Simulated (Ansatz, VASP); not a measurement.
One calculation of Si2B2C, two programs

```xyz
5
Lattice="3.2065 0.0000 0.0000 0.0000 3.2065 0.0000 0.0000 0.0000 5.6102" Properties=species:S:1:pos:R:3 pbc="T T T"
Si    0.0000    1.6033    2.8051
Si    1.6033    0.0000    2.8051
B     0.0000    0.0000    2.8051
B     1.6033    1.6033    0.0000
C     0.0000    0.0000    0.0000
```

Alike in both runs: task single point; functional PBE; k mesh 6 × 6 × 4; occupations gaussian, width 0.1 eV; collinear spin.

|  | VASP | Ansatz |
| --- | --- | --- |
| version | VASP 6.6.1 | Ansatz 0.2.0 |
| potentials or method | VASP PAW PBE potentials, release 64 (Si, B, C) | scalar-relativistic, plane waves, PAW |
| plane-wave cutoff (eV) | 520 | 420 |
| valence electrons in the cell | 18 | 18 |

```csv
,VASP,Ansatz,Ansatz less VASP
gap on the k mesh at the Fermi level (eV),none,none,-
net moment per atom (μB),0.00,0.00,0.000
```

A gap of «none» marks a metal or a gap that the smearing closes. Ansatz warned: «seeded_moment_not_kept».
